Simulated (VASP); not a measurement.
Input:

```xyz
2
Lattice="0.0000 2.7849 2.7849 2.7849 0.0000 2.7849 2.7849 2.7849 0.0000" Properties=species:S:1:pos:R:3 pbc="T T T"
Zn     0.0000     0.0000     0.0000
Se     4.1774     4.1774     4.1774
```

The numbers are results of LDA (Ceperley-Alder, Perdew-Zunger), VASP's LDA PAW potentials (set 64) (plane waves; VASP), not measurements. Run with 400 eV cut-off, 7×7×7 Γ-centred mesh, Gaussian smearing of 0.050 eV, potentials Zn Se.

Q: What does the run give for the energy per atom (σ→0), band gap (on the k-mesh) with the smallest direct gap where there is one?

A: 
```json
{
  "band gap (on the k-mesh)": "1.28 eV",
  "smallest direct gap (on the k-mesh)": "1.28 eV",
  "energy per atom (σ→0)": "-3.685 eV/atom"
}
```

Total energies compare only between runs with the same potentials, cut-off and functional.

The structure comes from a computed database's ZnSe entry (F-43m); how it stands against other phases isn't given here. It was relaxed first. The start is the result of an earlier pass.
